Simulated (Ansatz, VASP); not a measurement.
# NiO in two plane-wave programs, part 2 of 2

Wanted: the spread between two codes on one cell, functional and k mesh.

VASP 6.6.1 and Ansatz 0.2.0.

So far: Set-up; Ansatz: relaxation of cell and atoms, r2SCAN with rVV10.

## (3) VASP: relaxation of cell and atoms, r2SCAN with rVV10

Level of this step: r2SCAN with rVV10, spin-polarised from a ferromagnetic start (one magnetic atom a cell); plane waves and PAW (Ni, O) (VASP).

The same cell, functional, mesh and smearing now go to VASP, with its own data sets and cutoff.

Lines of VASP's logs that name or quote its potential files are left out, and so is its time.

Input file INCAR:

```
SYSTEM = NiO
PREC = Accurate
ENCUT = 560
EDIFF = 1E-06
NELM = 100
ISMEAR = -1
SIGMA = 0.05
LREAL = .FALSE.
ALGO = Normal
METAGGA = R2SCAN
LUSE_VDW = .TRUE.
IVDW_NL = 2
BPARAM = 11.95
CPARAM = 0.0093
LASPH = .TRUE.
NBANDS = 15
ISPIN = 2
MAGMOM = 1 0
LMAXMIX = 4
LORBIT = 11
LWAVE = .FALSE.
LCHARG = .FALSE.
KPAR = 2
IBRION = 2
NSW = 60
ISIF = 3
EDIFFG = -0.01
```

Input file POSCAR:

```
NiO
1.0
    0.0000000000      2.0859016414      2.0859016414
    2.0859016414      0.0000000000      2.0859016414
    2.0859016414      2.0859016414      0.0000000000
Ni O
1 1
Direct
    0.0000000000      0.0000000000      0.0000000000
    0.5000000000      0.5000000000      0.5000000000
```

Input file KPOINTS:

```
Automatic mesh
0
Gamma
9 9 9
0 0 0
```

PAW data sets: Ni and O (PBE family, release 64).

Run with:

```bash
mpirun -np 2 vasp_std
```

Numbers of over 12 decimals in the logs are rounded to 6 here.

Output:

```text
[banner, memory and clock lines left out]
running    2 mpi-ranks, on    1 nodes
 distrk:  each k-point on    1 cores,    2 groups
 distr:  one band on    1 cores,    1 groups

 POSCAR found type information on POSCAR NiO
 POSCAR found :  2 types and       2 ions
|                                                                             |
|               ----> ADVICE to this user running VASP <----                  |
|                                                                             |
|     You have switched on vdW-DFT.                                           |
|     This routine was written and supplied by Jiri Klimes. We recommend      |
|     that you carefully read and cite the following publications:            |
|       J. Klimes, D.R. Bowler, A. Michelides                                 |
|          J. Phys.: Cond Matt. 22 022201 (2010)                              |
|       J. Klimes, D.R. Bowler, A. Michelides                                 |
|          Phys. Rev. B. 83, 195131 (2011)                                    |
|     and references therein.                                                 |
|                                                                             |

|                                                                             |
|               ----> ADVICE to this user running VASP <----                  |
|                                                                             |
|     You enforced a specific xc type in the INCAR file but a different       |
|     [... a line on the potential file left out ...]
|     I HOPE YOU KNOW WHAT YOU ARE DOING!                                     |
|                                                                             |

 LDA part: xc-table for (None), standard interpolation
 POSCAR, INCAR and KPOINTS ok, starting setup
 FFT: planning ... GRIDC
 FFT: planning ... GRID_SOFT
 FFT: planning ... GRID
 WAVECAR not read
 entering main loop
       N       E                     dE             d eps       ncg     rms          rms(c)
Total rVV10 correction in eV:      0.3882097    17.2201042
Total rVV10 correction in eV:      0.3882097    17.2201042
DAV:   1     0.760085403066E+02    0.76009E+02   -0.81386E+03  2172   0.144E+03
DAV:   2    -0.195360032515E+02   -0.95545E+02   -0.83391E+02  2303   0.280E+02
DAV:   3    -0.244823576941E+02   -0.49464E+01   -0.47842E+01  2450   0.680E+01
DAV:   4    -0.245291167844E+02   -0.46759E-01   -0.46732E-01  2552   0.648E+00
DAV:   5    -0.245302445680E+02   -0.11278E-02   -0.11278E-02  2614   0.101E+00    0.153E+01
Total rVV10 correction in eV:      0.3871485    17.2201043
Total rVV10 correction in eV:      0.3871485    17.2201043
DAV:   6    -0.202044583059E+02    0.43258E+01   -0.18554E+01  2275   0.859E+01    0.181E+01
Total rVV10 correction in eV:      0.3923982    17.2201043
Total rVV10 correction in eV:      0.3923982    17.2201043
DAV:   7    -0.194416721400E+02    0.76279E+00   -0.38516E+00  2507   0.549E+01    0.877E+00
Total rVV10 correction in eV:      0.3982315    17.2201043
Total rVV10 correction in eV:      0.3982315    17.2201043
DAV:   8    -0.196784774599E+02   -0.23681E+00   -0.53001E-01  2737   0.140E+01    0.498E+00
Total rVV10 correction in eV:      0.4032134    17.2201043
Total rVV10 correction in eV:      0.4032134    17.2201043
DAV:   9    -0.196972745225E+02   -0.18797E-01   -0.17533E-01  3120   0.921E+00    0.156E+00
Total rVV10 correction in eV:      0.3996065    17.2201043
Total rVV10 correction in eV:      0.3996065    17.2201043
DAV:  10    -0.197105309680E+02   -0.13256E-01   -0.53475E-02  2787   0.417E+00    0.718E-01
Total rVV10 correction in eV:      0.3997748    17.2201043
Total rVV10 correction in eV:      0.3997748    17.2201043
DAV:  11    -0.197098017634E+02    0.72920E-03   -0.95870E-03  2436   0.126E+00    0.294E-01
Total rVV10 correction in eV:      0.3995378    17.2201043
Total rVV10 correction in eV:      0.3995378    17.2201043
DAV:  12    -0.197103278246E+02   -0.52606E-03   -0.11040E-03  2784   0.563E-01    0.497E-02
Total rVV10 correction in eV:      0.3996191    17.2201043
Total rVV10 correction in eV:      0.3996191    17.2201043
DAV:  13    -0.197103331084E+02   -0.52838E-05   -0.66147E-05  2665   0.113E-01    0.236E-02
Total rVV10 correction in eV:      0.3996113    17.2201043
Total rVV10 correction in eV:      0.3996113    17.2201043
DAV:  14    -0.197103378007E+02   -0.46923E-05   -0.21471E-05  2618   0.791E-02    0.113E-02
Total rVV10 correction in eV:      0.3995778    17.2201043
Total rVV10 correction in eV:      0.3995778    17.2201043
DAV:  15    -0.197103411247E+02   -0.33239E-05   -0.22263E-06  2181   0.259E-02    0.469E-03
Total rVV10 correction in eV:      0.3995720    17.2201043
Total rVV10 correction in eV:      0.3995720    17.2201043
DAV:  16    -0.197103390871E+02    0.20375E-05   -0.12557E-06  1560   0.151E-02    0.300E-03
Total rVV10 correction in eV:      0.3995762    17.2201043
Total rVV10 correction in eV:      0.3995762    17.2201043
DAV:  17    -0.197103405201E+02   -0.14330E-05   -0.10361E-07  1204   0.113E-02    0.764E-04
Total rVV10 correction in eV:      0.3995756    17.2201043
Total rVV10 correction in eV:      0.3995756    17.2201043
DAV:  18    -0.197103402225E+02    0.29767E-06   -0.53740E-08  1232   0.265E-03
Total rVV10 correction in eV:      0.3995751    17.2201043
Total rVV10 correction in eV:      0.3995751    17.2201043
Total rVV10 correction in eV:      0.3995757    17.2201043
Total rVV10 correction in eV:      0.3995757    17.2201043
   1 F= -.19710340E+02 E0= -.19710337E+02  d E =-.197103E+02  mag=     2.0000
 curvature:   0.00 expect dE= 0.000E+00 dE for cont linesearch  0.000E+00
 trial: gam= 0.00000 g(F)=  0.000E+00 g(S)=  0.551E-03 ort = 0.000E+00 (trialstep = 0.100E+01)
 search vector abs. value=  0.551E-03
 bond charge predicted
       N       E                     dE             d eps       ncg     rms          rms(c)
Total rVV10 correction in eV:      0.3995805    17.2201043
Total rVV10 correction in eV:      0.3995805    17.2201043
DAV:   1    -0.197156520125E+02   -0.53115E-02   -0.72442E-02  2184   0.485E+00    0.550E-01
Total rVV10 correction in eV:      0.4008694    17.2201046
Total rVV10 correction in eV:      0.4008694    17.2201046
DAV:   2    -0.197107452682E+02    0.49067E-02   -0.94743E-03  2415   0.231E+00    0.338E-01
Total rVV10 correction in eV:      0.4010134    17.2201046
Total rVV10 correction in eV:      0.4010134    17.2201046
DAV:   3    -0.197104624097E+02    0.28286E-03   -0.53540E-04  2177   0.269E-01    0.224E-01
Total rVV10 correction in eV:      0.4009928    17.2201046
Total rVV10 correction in eV:      0.4009928    17.2201046
DAV:   4    -0.197103949357E+02    0.67474E-04   -0.39424E-05  2262   0.801E-02    0.728E-02
Total rVV10 correction in eV:      0.4009312    17.2201046
Total rVV10 correction in eV:      0.4009312    17.2201046
DAV:   5    -0.197103584036E+02    0.36532E-04   -0.17205E-05  3002   0.737E-02    0.192E-02
Total rVV10 correction in eV:      0.4009076    17.2201046
Total rVV10 correction in eV:      0.4009076    17.2201046
DAV:   6    -0.197103595709E+02   -0.11672E-05   -0.61861E-06  2554   0.430E-02    0.686E-03
Total rVV10 correction in eV:      0.4009027    17.2201046
Total rVV10 correction in eV:      0.4009027    17.2201046
DAV:   7    -0.197103593390E+02    0.23187E-06   -0.51629E-07  1176   0.127E-02
Total rVV10 correction in eV:      0.4008895    17.2201046
Total rVV10 correction in eV:      0.4008895    17.2201046
Total rVV10 correction in eV:      0.4008938    17.2201046
Total rVV10 correction in eV:      0.4008938    17.2201046
   2 F= -.19710359E+02 E0= -.19710356E+02  d E =-.191165E-04  mag=     2.0000
 trial-energy change:   -0.000019  1 .order   -0.000067   -0.000551    0.000418
 step:   0.4952(harm=  0.5689)  dis= 0.00000  next Energy=   -19.710471 (dE=-0.131E-03)
 bond charge predicted
       N       E                     dE             d eps       ncg     rms          rms(c)
Total rVV10 correction in eV:      0.4008916    17.2201046
Total rVV10 correction in eV:      0.4008916    17.2201046
DAV:   1    -0.197118103778E+02   -0.14508E-02   -0.18425E-02  2184   0.245E+00    0.278E-01
Total rVV10 correction in eV:      0.4002362    17.2201045
Total rVV10 correction in eV:      0.4002362    17.2201045
DAV:   2    -0.197105880239E+02    0.12224E-02   -0.24134E-03  2408   0.115E+00    0.170E-01
Total rVV10 correction in eV:      0.4001643    17.2201045
Total rVV10 correction in eV:      0.4001643    17.2201045
DAV:   3    -0.197104973203E+02    0.90704E-04   -0.13513E-04  2156   0.133E-01    0.113E-01
Total rVV10 correction in eV:      0.4001749    17.2201045
Total rVV10 correction in eV:      0.4001749    17.2201045
DAV:   4    -0.197104892962E+02    0.80241E-05   -0.98179E-06  2297   0.416E-02    0.368E-02
Total rVV10 correction in eV:      0.4002067    17.2201045
Total rVV10 correction in eV:      0.4002067    17.2201045
DAV:   5    -0.197104770062E+02    0.12290E-04   -0.42738E-06  2518   0.368E-02    0.925E-03
Total rVV10 correction in eV:      0.4002183    17.2201045
Total rVV10 correction in eV:      0.4002183    17.2201045
DAV:   6    -0.197104746975E+02    0.23087E-05   -0.17704E-06  1751   0.227E-02    0.380E-03
Total rVV10 correction in eV:      0.4002202    17.2201045
Total rVV10 correction in eV:      0.4002202    17.2201045
DAV:   7    -0.197104750398E+02   -0.34227E-06   -0.19973E-07  1148   0.699E-03
Total rVV10 correction in eV:      0.4002270    17.2201045
Total rVV10 correction in eV:      0.4002270    17.2201045
Total rVV10 correction in eV:      0.4002248    17.2201045
Total rVV10 correction in eV:      0.4002248    17.2201045
   3 F= -.19710475E+02 E0= -.19710472E+02  d E =-.134817E-03  mag=     2.0000
 curvature:  -0.28 expect dE=-0.982E-06 dE for cont linesearch -0.982E-06
 trial: gam=-0.07390 g(F)=  0.212E-59 g(S)=  0.356E-05 ort = 0.443E-04 (trialstep = 0.899E+00)
 search vector abs. value=  0.231E-07
 reached required accuracy - stopping structural energy minimisation
```

OUTCAR, selected parts (step 3):

```text
ion  position               nearest neighbor table
   1  0.000  0.000  0.000-   2 2.09   2 2.09   2 2.09   2 2.09   2 2.09   2 2.09
   2  0.500  0.500  0.500-   1 2.09   1 2.09   1 2.09   1 2.09   1 2.09   1 2.09

  LATTYP: Found a face centered cubic cell.
 ALAT       =     4.1718032828

 Subroutine GETGRP returns: Found 48 space group operations
 (whereof 48 operations were pure point group operations)

The static configuration has the point symmetry O_h .

 Found     35 irreducible k-points:

   k-points           NKPTS =     35   k-points in BZ     NKDIM =     35   number of bands    NBANDS=     15

   dimension x,y,z NGX =    24 NGY =   24 NGZ =   24
   dimension x,y,z NGXF=    48 NGYF=   48 NGZF=   48

   ENCUT  =  560.0 eV  41.16 Ry    6.42 a.u.   5.69  5.69  5.69*2*pi/ulx,y,z

   NELECT =      16.0000    total number of electrons

 k-points in reciprocal lattice and weights: Automatic mesh
   0.00000000  0.00000000  0.00000000       0.001
   0.11111111  0.00000000  0.00000000       0.011
   0.22222222  0.00000000  0.00000000       0.011
   0.33333333  0.00000000  0.00000000       0.011
   0.44444444  0.00000000  0.00000000       0.011
   0.11111111  0.11111111  0.00000000       0.008
   0.22222222  0.11111111  0.00000000       0.033
   0.33333333  0.11111111  0.00000000       0.033
   0.44444444  0.11111111  0.00000000       0.033
[...]
-0.33333333  0.44444444  0.11111111       0.033
  -0.33333333  0.44444444  0.22222222       0.033

 average (electrostatic) potential at core
       1 -89.4484       2 -71.3436

 E-fermi :   7.8983

 spin component 1
 k-point     1 :       0.0000    0.0000    0.0000
  band No.  band energies     occupation
    ...
      5       4.4169      1.00000
      6       4.4170      1.00000
      7       4.7116      1.00000
      8       4.7116      1.00000
      9       4.7116      1.00000
     10       9.6732      0.00000
     11      26.2665      0.00000
     12      27.1564      0.00000
     13      27.1564      0.00000
     14      27.1564      0.00000
    ...

 k-point     2 :       0.1111    0.0000    0.0000
  band No.  band energies     occupation
    ...
      5       4.4086      1.00000
      6       4.4086      1.00000
      7       4.9267      1.00000
      8       5.3912      1.00000
      9       5.3912      1.00000
     10      10.5161      0.00000
     11      23.7392      0.00000
     12      26.7189      0.00000
     13      26.7190      0.00000
     14      28.4173      0.00000
    ...

 k-point     3 :       0.2222    0.0000    0.0000
  band No.  band energies     occupation
    ...
      5       4.5952      1.00000
      6       4.5953      1.00000
      7       5.1487      1.00000
      8       6.3063      1.00000
      9       6.3064      1.00000
     10      12.1005      0.00000
     11      21.0324      0.00000
     12      25.1180      0.00000
     13      25.1183      0.00000
     14      28.7722      0.00000
    ...

 k-point     4 :       0.3333    0.0000    0.0000
  band No.  band energies     occupation
    ...
      5       4.8312      1.00000
      6       4.8313      1.00000
      7       5.4302      1.00000
      8       7.0493      1.00000
      9       7.0494      1.00000
     10      13.3613      0.00000
     11      19.1779      0.00000
     12      23.4601      0.00000
     13      23.4604      0.00000
     14      29.1123      0.00000
    ...

 k-point     5 :       0.4444    0.0000    0.0000
  band No.  band energies     occupation
    ...
      5       4.9921      1.00000
      6       4.9922      1.00000
      7       5.6586      1.00000
      8       7.4683      0.99982
      9       7.4684      0.99982
     10      13.7981      0.00000
     11      18.4924      0.00000
     12      22.5023      0.00000
     13      22.5026      0.00000
     14      29.5663      0.00000
    ...

 k-point     6 :       0.1111    0.1111    0.0000
  band No.  band energies     occupation
    ...
      5       3.8885      1.00000
      6       4.3235      1.00000
      7       5.2183      1.00000
      8       5.2397      1.00000
      9       5.2397      1.00000
     10      10.8356      0.00000
     11      23.9050      0.00000
     12      26.0968      0.00000
     13      26.0968      0.00000
     14      26.9523      0.00000
    ...

  Total        0.0070121      0.0070121      0.0070121     -0.0000000      0.0000000      0.0000000
  in kB        0.6170091      0.6170091      0.6170091     -0.0000000      0.0000000      0.0000000
  external PRESSURE =       0.6170091 kB  Pullay stress =       0.0000000 kB

  energy-cutoff  :      560.00
  volume of cell :       18.21
      direct lattice vectors                 reciprocal lattice vectors
    -0.000000000  2.088075774  2.088075774    -0.239454912  0.239454912  0.239454912
     2.088075774  0.000000000  2.088075774     0.239454912 -0.239454912  0.239454912
     2.088075774  2.088075774  0.000000000     0.239454912  0.239454912 -0.239454912

 POSITION                                       TOTAL-FORCE (eV/Angst)
 -----------------------------------------------------------------------------------
      0.00000      0.00000      0.00000         0.000000     -0.000000     -0.000000
      2.08808      2.08808      2.08808        -0.000000      0.000000      0.000000
 -----------------------------------------------------------------------------------
    total drift:                                0.000000     -0.000000     -0.000000

  FREE ENERGIE OF THE ION-ELECTRON SYSTEM (eV)
  ---------------------------------------------------
  free  energy   TOTEN  =       -19.7104750398 eV

  energy  without entropy=      -19.7104683937  energy(sigma->0) =      -19.71047172

 reached required accuracy - stopping structural energy minimisation

 total charge
# of ion       s       p       d       tot
------------------------------------------
    1        0.338   0.421   8.171   8.930
    2        1.552   3.493   0.000   5.045
--------------------------------------------------
tot          1.890   3.914   8.171  13.974

 magnetization (x)
# of ion       s       p       d       tot
------------------------------------------
    1        0.011   0.012   1.670   1.693
    2        0.028   0.247   0.000   0.276
--------------------------------------------------
tot          0.040   0.259   1.670   1.969

[... 6 further parts left out ...]
```

CONTCAR:

```
NiO
   1.00000000000000
    -0.0000000000000000    2.0880757738891988    2.0880757738891988
     2.0880757738891988    0.0000000000000000    2.0880757738891988
     2.0880757738891988    2.0880757738891988    0.0000000000000000
  Ni              O
     1     1
Direct
     0.0000000000000000    0.0000000000000000    0.0000000000000000
     0.5000000000000000    0.5000000000000000    0.5000000000000000
```

The cell holds one magnetic atom, so no antiferromagnetic order fits into it. Experiment finds antiferromagnetic order in this phase (below 523 K, arxiv:1210.6675), so this ferromagnetic run describes another state. The gap is read on the k-mesh alone, so it is an upper bound where the band edges lie off the mesh.

## (4) Differences

Known differences besides the potentials themselves: VASP keeps PBE cores, Ansatz makes them for the functional; both relaxations stop at a tolerance, which leaves soft axes loose, and VASP keeps its plane-wave basis; the data sets hold 24 valence electrons in Ansatz (default PAW (the set named soft_2) files) and 16 in VASP; the cutoff is 500 eV in Ansatz and 560 eV in VASP; Ansatz adds a Pulay correction to the stress that steers its cell, VASP none; site moments are counted in spheres of each program's own size. Total energies have different zeros and are not compared.

Compared:

```csv
quantity,Ansatz,VASP,difference
volume (Å³),18.20,18.21,-0.04 %
"edge a after relaxation, in the typed setting (Å)",2.953,2.953,-0.01 %
total moment (μB),2.00,2.00,0.00
moment on Ni1 (μB),1.67,1.69,-0.03
moment on O2 (μB),0.29,0.28,+0.01
```

The walks stopped with 0.01 GPa left in Ansatz and 0.06 GPa in VASP; each walk ends within a tolerance, so the volume difference is uncertain by about these residues over the bulk modulus, most in soft cells.

## (5) Outcome

```
difference in volume (relaxation of cell and atoms, r2SCAN with rVV10) : -0.042 %
```

What this shows: The difference in volume is -0.042 % (relaxation of cell and atoms, r2SCAN with rVV10), within the 1.2 % picked in this series as the mark of a large difference, as far as the stopping tolerances let one tell. Such differences can come from data sets, numerical settings and the points named under the comparisons, not from the functional's error against experiment.

[Lines on the potential files, build, host, timing and source positions are cut from VASP's logs without a mark.]

[Logs are printed without paths, hosts, clocks, repeated set-up lines and the standing remarks that a program may print on its own settings, such as how far it seeks lower states.]

[Hosts, paths, dates, database ids (printed as entryN), source tags and the programs' standing remarks are cut or masked in the printed files.]
